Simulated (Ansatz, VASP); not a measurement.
**Cross-check of Mo4Se (Se/Mo(100)) between VASP and Ansatz**

Wanted: the spread between two codes on one cell, functional and k mesh. Of the first pair: The structure shown is the start of the Ansatz relaxation below; VASP solves that cell, so the two are compared at the walk's first step.

Main program and level: Ansatz 0.2.0; plane waves, with VASP 6.6.1 beside it; single point at PBE.

**1. Set-up**

The cell holds 5 atoms: 4 Mo and 1 Se. Cell: a = 3.150 Å, b = 3.150 Å, c = 24.332 Å, α = 90.0°, β = 90.0°, γ = 90.0°. Vacuum lies along c.

**2. Ansatz: relaxation, PBE**

Ansatz runs on its default PAW (the set named soft_2) files.

The two programs are compared at the cell with which this relaxation starts, whose forces are those of its first step.

The input, input.yaml:

```yaml
crystal:
  lattice:
    - [3.15, 0.0, 0.0]
    - [0.0, 3.15, 0.0]
    - [0.0, 0.0, 24.3319152818]
  atoms:
    - { symbol: Mo, position: [0.5, 0.5, 0.3698845691] }
    - { symbol: Mo, position: [0.0, 0.0, 0.4346143687] }
    - { symbol: Mo, position: [0.5, 0.5, 0.502096596] }
    - { symbol: Mo, position: [0.0, 0.0, 0.5588888552] }
    - { symbol: Se, position: [0.5, 0.5, 0.6301154309] }
kpoints:
  mp_grid: { grid: [12, 12, 1] }
hamiltonian:
  xc: pbe
scf:
  occupations: { method: fermi_dirac, width: 0.1 }
  convergence: { dr2_threshold: 1.0e-08 }
efield:
  axis: 3
  dipole_correction: true
  ramp_position: 0.97
  ramp_width: 0.06
relax:
  f_tol: 0.02
  max_steps: 60
  constraints: [{ sites: [0, 1] }]
output:
  write_potential: true
  write_density: true
  volumetric_format: npy
```

Launch:

```bash
> ansatz run input.yaml --threads 4 --pin off --max-ram 16384MiB --backend cpu --events-out ev --progress --plain --runs-dir out
```

Numbers of over 12 decimals in the logs are rounded to 6 here.

Output:

```text
Engine: ansatz 0.2.0, aarch64-unknown-linux-gnu
Pseudopotentials: kind: paw
Pseudopotential: Mo, paw, valence charge 14, recommended cutoff 420 eV (normal), Mo.paw.azcp
Pseudopotential: Se, paw, valence charge 16, recommended cutoff 420 eV (normal), Se.paw.azcp
Functional definition: PBE
  parameter kappa = 0.804
  parameter beta = 0.066725
  exchange = pbe_x(kappa = kappa, mu = beta*pi^2/3)
  correlation = pbe_c(beta = beta)
Crystal: 5 atoms, lattice volume = 241.433 Å³
Basis set: ecut = 420 eV, 4761 PW (Γ), exchange–correlation on 48×48×360 points (8 copies of the dense FFT grid, shifted against one another)
Bands: 44, of which v1, the nominal top of the filled ones, is band 36 counted from 1 (35 counted from 0)
Symmetry: 8 space group operations
Space group: P4mm (ITA 99), of the structure as read, at distance tolerance 6.2e-5 Å
k-points: 28 of 144
Non-local potential: Mo, projectors of the file, l = 0: 3, l = 1: 2, l = 2: 2, l = 3: 1
Non-local potential: Se, projectors of the file, l = 0: 2, l = 1: 2, l = 2: 3, l = 3: 1
PAW form: soft (Blöchl's): semilocal exchange-correlation on the pseudo side does not see the compensation charge
PAW one-centre angular grid: Mo, 590 points (default); XC on 64 Gauss nodes
PAW one-centre angular grid: Se, 590 points (default); XC on 64 Gauss nodes
Initial density: superposition of atomic densities (neutral atoms: chi_scale 0, normalization atom), corrected by the library's trained network
Initial wavefunctions: pseudopotential atomic-orbital guess
Functional: x = pbe(κ = 0.804, μ = 0.219515), c = pbe(β = 0.066725)
SCF iter   1: F=—  HF=-25291.109356 eV  |F-HF|=—  |Δ(HF+E_count)|=         —  Δρ=1.33e-2  dr2=5.60e0  ethr=1.77e-3  p=-0.041 e·Å  D=-3.09e-2 V/Å  ΔV_dip=0.75 eV  dr2_dipole=1.69e0  V_vac-E_F(+/−)=4.48/3.73 eV  ⟨swp⟩=8.3  Hψ=5629  notcnv=0
efield: sawtooth ramp at fractional position 0.9700 (set: `efield.ramp_position`, or a place that a band, a saddle search or an elastic batch's reference lends), width 0.0600; the density the first Hamiltonian is built on has a dipole p = -0.041 e·Å; the dipole correction subtracts the counter field D = -3.09e-2 V/Å, which shifts the + side's vacuum level by +0.75 eV against the − side's; the planar-averaged density in the ramp window peaks in size at 1.5e-5 e/Å³
preconditioner: auto → LDOS  [metal: Δε(μ)=0.055 eV  Ē_g=4.821 eV  σ=0.100 eV  W_gap=0.14  n_scr=44 (ndim 8)  ℏωp=13.1 eV  f_vac=0.596  D(μ)=3.49/eV (n_scr^D=12)  β→1.0]
SCF iter   2: F=—  HF=-25291.045848 eV  |F-HF|=—  |Δ(HF+E_count)|=   6.35e-2  Δρ=1.07e-2  dr2=1.97e0  ethr=1.77e-3  p=-0.028 e·Å  D=-2.08e-2 V/Å  ΔV_dip=0.51 eV  dr2_dipole=3.86e-1  V_vac-E_F(+/−)=4.37/3.86 eV  ⟨swp⟩=2.1  Hψ=1660  notcnv=0
SCF iter   3: F=—  HF=-25290.984186 eV  |F-HF|=—  |Δ(HF+E_count)|=   6.17e-2  Δρ=1.54e-3  dr2=3.09e-2  ethr=1.77e-3  p=-0.032 e·Å  D=-2.37e-2 V/Å  ΔV_dip=0.58 eV  dr2_dipole=6.60e-3  V_vac-E_F(+/−)=4.42/3.85 eV  ⟨swp⟩=2.0  Hψ=1489  notcnv=0
SCF iter   4: F=—  HF=-25290.984078 eV  |F-HF|=—  |Δ(HF+E_count)|=   1.08e-4  Δρ=4.85e-4  dr2=1.80e-3  ethr=4.30e-5  p=-0.031 e·Å  D=-2.32e-2 V/Å  ΔV_dip=0.56 eV  dr2_dipole=2.83e-4  V_vac-E_F(+/−)=4.42/3.86 eV  ⟨swp⟩=1.9  Hψ=1537  notcnv=0
SCF iter   5: F=—  HF=-25290.983908 eV  |F-HF|=—  |Δ(HF+E_count)|=   1.70e-4  Δρ=1.33e-4  dr2=8.44e-5  ethr=2.50e-6  p=-0.031 e·Å  D=-2.31e-2 V/Å  ΔV_dip=0.56 eV  dr2_dipole=1.10e-5  V_vac-E_F(+/−)=4.42/3.86 eV  ⟨swp⟩=2.0  Hψ=1654  notcnv=0
SCF iter   6: F=—  HF=-25290.983934 eV  |F-HF|=—  |Δ(HF+E_count)|=   2.62e-5  Δρ=5.40e-5  dr2=2.49e-5  ethr=1.17e-7  p=-0.031 e·Å  D=-2.31e-2 V/Å  ΔV_dip=0.56 eV  dr2_dipole=2.40e-6  V_vac-E_F(+/−)=4.42/3.86 eV  ⟨swp⟩=2.2  Hψ=1631  notcnv=0
SCF iter   7: F=—  HF=-25290.983932 eV  |F-HF|=—  |Δ(HF+E_count)|=   2.23e-6  Δρ=1.54e-5  dr2=2.28e-6  ethr=3.46e-8  p=-0.031 e·Å  D=-2.30e-2 V/Å  ΔV_dip=0.56 eV  dr2_dipole=1.99e-7  V_vac-E_F(+/−)=4.42/3.86 eV  ⟨swp⟩=1.9  Hψ=1414  notcnv=0
SCF iter   8: F=—  HF=-25290.984187 eV  |F-HF|=—  |Δ(HF+E_count)|=   2.55e-4  Δρ=4.75e-6  dr2=1.29e-7  ethr=3.17e-9  p=-0.031 e·Å  D=-2.29e-2 V/Å  ΔV_dip=0.56 eV  dr2_dipole=1.73e-8  V_vac-E_F(+/−)=4.42/3.86 eV  ⟨swp⟩=2.1  Hψ=1630  notcnv=0
SCF iter   9: F=—  HF=-25290.984187 eV  |F-HF|=—  |Δ(HF+E_count)|=   1.38e-8  Δρ=1.16e-6  dr2=1.05e-8  ethr=1.80e-10  p=-0.031 e·Å  D=-2.29e-2 V/Å  ΔV_dip=0.56 eV  dr2_dipole=2.81e-9  V_vac-E_F(+/−)=4.42/3.86 eV  ⟨swp⟩=2.6  Hψ=2082  notcnv=0
SCF iter  10: F=-25290.984187 eV  HF=-25290.984187 eV  |F-HF|=5.20e-10  |Δ(HF+E_count)|=   3.83e-9  Δρ=4.92e-7  dr2=9.85e-10  ethr=1.39e-11  p=-0.031 e·Å  D=-2.29e-2 V/Å  ΔV_dip=0.56 eV  dr2_dipole=3.27e-11  V_vac-E_F(+/−)=4.42/3.86 eV  ⟨swp⟩=9.6  Hψ=8034  notcnv=0
SCF 1 converged in 10 iterations: F = -25290.984187 eV  dr2 = 9.85e-10
  greatest PAW one-centre occupation: 1.000 electrons in one spin orbital (limit 2), on the Se atom at site 4 (counted from 0), in its partial waves of l = 2
[...]
SCF iter  10: F=-25291.427651 eV  HF=-25291.427651 eV  |F-HF|=2.84e-9  |Δ(HF+E_count)|=   1.19e-9  Δρ=4.59e-7  dr2=9.57e-10  ethr=6.60e-12  p=-0.020 e·Å  D=-1.48e-2 V/Å  ΔV_dip=0.36 eV  dr2_dipole=1.96e-11  V_vac-E_F(+/−)=4.30/3.94 eV  ⟨swp⟩=9.5  Hψ=7855  notcnv=0
SCF 4 converged in 10 iterations: F = -25291.427651 eV  dr2 = 9.57e-10
relax step   4: F+E_penalty+E_count = -25291.42765052 eV  Δ(F+E_penalty+E_count) = -2.982e-2 eV  max|allowed force component| = 4.821e-2 eV/Å  Δτ_max = 0.0784 Å  (10 SCF iters, accepted)
SCF iter   1: F=—  HF=-25291.427554 eV  |F-HF|=—  |Δ(HF+E_count)|=         —  Δρ=2.84e-4  dr2=3.74e-4  ethr=6.91e-6  p=-0.020 e·Å  D=-1.48e-2 V/Å  ΔV_dip=0.36 eV  dr2_dipole=4.45e-5  V_vac-E_F(+/−)=4.30/3.94 eV  ⟨swp⟩=2.0  Hψ=2082  notcnv=0
efield: sawtooth ramp at fractional position 0.9700 (set: `efield.ramp_position`, or a place that a band, a saddle search or an elastic batch's reference lends), width 0.0600; the density the first Hamiltonian is built on has a dipole p = -0.020 e·Å; the dipole correction subtracts the counter field D = -1.48e-2 V/Å, which shifts the + side's vacuum level by +0.36 eV against the − side's; the planar-averaged density in the ramp window peaks in size at 8.4e-6 e/Å³
preconditioner: auto → LDOS  [metal: Δε(μ)=0.027 eV  Ē_g=5.011 eV  σ=0.100 eV  W_gap=0.07  n_scr=44 (ndim 8)  ℏωp=13.1 eV  f_vac=0.605  D(μ)=4.54/eV (n_scr^D=14)  β→1.0]
SCF iter   2: F=—  HF=-25291.427549 eV  |F-HF|=—  |Δ(HF+E_count)|=   5.66e-6  Δρ=2.06e-4  dr2=2.73e-4  ethr=5.19e-7  p=-0.020 e·Å  D=-1.51e-2 V/Å  ΔV_dip=0.37 eV  dr2_dipole=4.69e-6  V_vac-E_F(+/−)=4.31/3.94 eV  ⟨swp⟩=2.0  Hψ=1831  notcnv=0
SCF iter   3: F=—  HF=-25291.427528 eV  |F-HF|=—  |Δ(HF+E_count)|=   2.09e-5  Δρ=8.41e-5  dr2=4.48e-5  ethr=3.79e-7  p=-0.020 e·Å  D=-1.51e-2 V/Å  ΔV_dip=0.37 eV  dr2_dipole=3.00e-7  V_vac-E_F(+/−)=4.30/3.94 eV  ⟨swp⟩=2.0  Hψ=1581  notcnv=0
SCF iter   4: F=—  HF=-25291.427542 eV  |F-HF|=—  |Δ(HF+E_count)|=   1.45e-5  Δρ=1.13e-5  dr2=6.37e-7  ethr=6.22e-8  p=-0.020 e·Å  D=-1.51e-2 V/Å  ΔV_dip=0.37 eV  dr2_dipole=3.69e-8  V_vac-E_F(+/−)=4.31/3.94 eV  ⟨swp⟩=2.1  Hψ=1726  notcnv=0
SCF iter   5: F=—  HF=-25291.427806 eV  |F-HF|=—  |Δ(HF+E_count)|=   2.64e-4  Δρ=5.21e-6  dr2=2.14e-7  ethr=8.84e-10  p=-0.020 e·Å  D=-1.51e-2 V/Å  ΔV_dip=0.37 eV  dr2_dipole=1.03e-8  V_vac-E_F(+/−)=4.31/3.94 eV  ⟨swp⟩=3.4  Hψ=2288  notcnv=0
SCF iter   6: F=-25291.427806 eV  HF=-25291.427806 eV  |F-HF|=1.36e-9  |Δ(HF+E_count)|=   1.61e-8  Δρ=7.24e-7  dr2=3.71e-9  ethr=1.39e-11  p=-0.020 e·Å  D=-1.51e-2 V/Å  ΔV_dip=0.37 eV  dr2_dipole=9.97e-10  V_vac-E_F(+/−)=4.31/3.94 eV  ⟨swp⟩=9.0  Hψ=9343  notcnv=0
SCF 5 converged in 6 iterations: F = -25291.427806 eV  dr2 = 3.71e-9
relax step   5: F+E_penalty+E_count = -25291.42780570 eV  Δ(F+E_penalty+E_count) = -1.552e-4 eV  max|allowed force component| = 6.322e-3 eV/Å  Δτ_max = 0.0045 Å  (6 SCF iters, accepted)
NSCF: frozen V_eff on 28 k-points
the band table was solved once a step of the walk had ended and its energy, with any forces and stress, was formed, with the checks that follow a solve (5512 applications of the Hamiltonian). They found nothing against the state; the energy, forces and stress were not computed again (output.eigenvalues in the input reference)
WARN: The output density's exchange-correlation potential varies sharply where the density is thin. Do not read a vacuum level from v_tot or v_xc, or from such a field of the output density. On a cell that repeats whose density bears no net charge and no dipole along the vacuum's axis use v_es (v_loc + v_h of the components); under efield.dipole_correction with no amplitude use v_es + v_field, which holds any externa [...]
SCF converged after 6 iterations
Free energy (F): -25291.427806 eV
Harris-Foulkes:  -25291.427806 eV  (|F-HF|=1.36e-9)
Internal energy: -25291.278673 eV  (E = F + TS)
E sigma→0 (E₀):  -25291.353240 eV
Entropy (-TS):   -0.149132 eV (-29.826 meV/atom)
Fermi energy:    3.785762 eV
Dipole field:    D = -0.015177 V/Å  (p = -0.020250 e·Å, saw-weighted, corrected)
Work function:   Φ+ = 4.3070 eV   Φ− = 3.9377 eV
Levels:          The Fermi level and band energies are counted from a zero that moves with the ramp; work functions are not
--- Per-component energies (eV) ---
  E_band       = -1650.253975
  E_kinetic    = 1880.062399
  E_local      = -94299.012429  (includes V_loc(G=0)·N_el)
  E_nonlocal   = -20.600698
  E_hartree    = 46079.514611
  E_xc         = -835.604489
  E_vxc        = -1010.753931  (∫ρ·V_xc dr)
  E_paw        = -14717.749273  (= ΣΔE_a)
  E_vpaw       = -359.008187  (= ΣTr[D̂ρ^β])
  E_aug_tail   = -0.000417  (compensation charges beyond the density's cutoff)
  E_efield     = 0.000154  (sawtooth field / dipole correction)
  E_vefield    = 0.018680  (∫n·V_field dr)
  E_ewald      = 36622.111468
  E_smearing   = -0.149132  (= −TS)
  E_closure    = 0.000000  (closes the sum)
  Σ components = -25291.427806   (vs F -25291.427806, Δ=0.00e0)
--- Forces (eV/Å), atoms counted from 1 ---
  atom   1  Mo     0.00000000     0.00000000     1.45527861
  atom   2  Mo    -0.00000000    -0.00000000    -1.45774930
  atom   3  Mo    -0.00000000    -0.00000000    -0.00480104
  atom   4  Mo     0.00000000    -0.00000000     0.00093497
  atom   5  Se     0.00000000     0.00000000     0.00632178
  max |Σ_I F_I| component: 1.50e-5 eV/Å
--- Band table (eV; the first three rows and the last of 28) ---
  k-point 0: bands = [... 32 lower, 2.6312, 2.7840, 3.4567, 3.4567, 3.6543, 3.9983, 4.1055, 4.5135, ... 4 higher]
  k-point 1: bands = [... 32 lower, 2.6666, 2.9147, 3.1911, 3.3530, 3.8300, 3.9501, 4.4475, 4.6261, ... 4 higher]
  k-point 2: bands = [... 32 lower, 2.4583, 2.9351, 3.3306, 3.3344, 3.5729, 4.1406, 4.2020, 4.7999, ... 4 higher]
  k-point 27: bands = [... 32 lower, 3.0726, 3.0726, 4.4612, 5.2480, 5.5299, 5.8907, 6.0025, 6.0025, ... 4 higher]
--- Relaxed structure (5 steps of the walk, 4 accepted, 0 SCFs on fresh bases) ---
  F+E_penalty+E_count = -25291.42780570 eV   max|allowed force component| = 6.322e-3 eV/Å
  atoms:
    - { symbol: Mo, position: [0.500000, 0.500000, 0.3698845691] }
    - { symbol: Mo, position: [0.0, 0.0, 0.434614] }
    - { symbol: Mo, position: [0.500000, 0.500000, 0.496273] }
    - { symbol: Mo, position: [8.450718730199983e-18, 0, 0.564520] }
    - { symbol: Se, position: [0.500000, 0.500000, 0.620979] }
```

(Continued in part 2 of 3.)

[Lines on the potential files, build, host, timing and source positions are cut from VASP's logs without a mark.]

[Logs are printed without paths, hosts, clocks, repeated set-up lines and the standing remarks that a program may print on its own settings, such as how far it seeks lower states.]

[Hosts, paths, dates, database ids (printed as entryN), source tags and the programs' standing remarks are cut or masked in the printed files.]
